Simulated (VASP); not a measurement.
Given:

```xyz
2
Lattice="0.0000 2.8333 2.8333 2.8333 0.0000 2.8333 2.8333 2.8333 0.0000" Properties=species:S:1:pos:R:3 pbc="T T T"
Ag     2.8333     5.6667     2.8333
Br     2.8333     2.8333     2.8333
```

Level of theory: PBEsol GGA with spin-orbit coupling, VASP's PBE PAW potentials (set 64) (plane waves; VASP). Numerical set-up: 400 eV cut-off, 7×7×7 Γ-centred mesh, Gaussian smearing of 0.050 eV, potentials Ag Br.

### Question
Give the energies of bands 7 to 20 at the high-symmetry points, in eV from the valence-band maximum.

### Answer

| band | Γ | X | U | L | W |
|---|---|---|---|---|---|
| 7 | -2.88 | -3.31 | -4.18 | -4.56 | -4.28 |
| 8 | -2.88 | -3.31 | -4.18 | -4.56 | -4.28 |
| 9 | -2.87 | -3.00 | -2.98 | -2.81 | -2.91 |
| 10 | -2.87 | -3.00 | -2.98 | -2.81 | -2.91 |
| 11 | -2.87 | -2.92 | -2.79 | -2.74 | -2.65 |
| 12 | -2.87 | -2.92 | -2.79 | -2.74 | -2.65 |
| 13 | -2.54 | -2.85 | -2.35 | -2.27 | -2.38 |
| 14 | -2.54 | -2.85 | -2.35 | -2.27 | -2.38 |
| 15 | -1.99 | -2.44 | -2.15 | -0.14 | -2.33 |
| 16 | -1.99 | -2.44 | -2.15 | -0.14 | -2.33 |
| 17 | -1.99 | -2.31 | -1.38 | 0.00 | -1.74 |
| 18 | -1.99 | -2.31 | -1.38 | 0.00 | -1.74 |
| 19 | 0.41 | 1.30 | 2.73 | 3.34 | 3.67 |
| 20 | 0.41 | 1.30 | 2.73 | 3.34 | 3.67 |

The gap is indirect, 0.42 eV, from the valence maximum at L to the conduction minimum at Γ.

The compound is AgBr in the rock salt structure. It was relaxed first, which changed the volume by -5 %.
